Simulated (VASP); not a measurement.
These are PBE GGA, VASP's PBE PAW potentials (set 64) (plane waves; VASP) values and carry that method's errors.

A VASP calculation is set up with these files.

POSCAR:
```
ZrO2
3.6187510
  0.0000000000   0.7071067485   0.7071067485
  0.7071067485   0.0000000000   0.7071067485
  0.7071067485   0.7071067485   0.0000000000
Zr O
1 2
Cartesian
  0.0000000000   0.0000000000   0.0000000000
  0.3535533742   0.3535533742   0.3535533742
  1.0606601227   1.0606601227   1.0606601227
```

### INCAR
```
! general
SYSTEM  = ZrO2
PREC    = Accurate
ENCUT   = 500
LREAL   = .FALSE.
LASPH   = .TRUE.

! electronic loop
EDIFF   = 1E-6
NELM    = 100
ALGO    = Normal
LMAXMIX = 4

! smearing
ISMEAR  = 0
SIGMA   = 0.05

! functional
GGA     = PE

! output
LWAVE   = .TRUE.
LCHARG  = .FALSE.
```

KPOINTS:
```
Automatic mesh
0
gamma
 6 6 6
0 0 0
```

POTCAR, in this order: Zr_sv O (PBE.64 set). Program: vasp_std.

Task: What will the output report for the number of irreducible k-points (NKPTS), largest plane-wave count, number of space-group operations, FFT grid (NGX, NGY, NGZ)?

Result: 
```
Quantity                                       Value
--------------------------------------  ------------
number of irreducible k-points (NKPTS)            16
largest plane-wave count                         869
number of space-group operations                  48
FFT grid (NGX, NGY, NGZ)                28 × 28 × 28
```

The structure comes from a computed database's ZrO2 entry (Fm-3m); how it stands against other phases isn't given here. It was relaxed first.
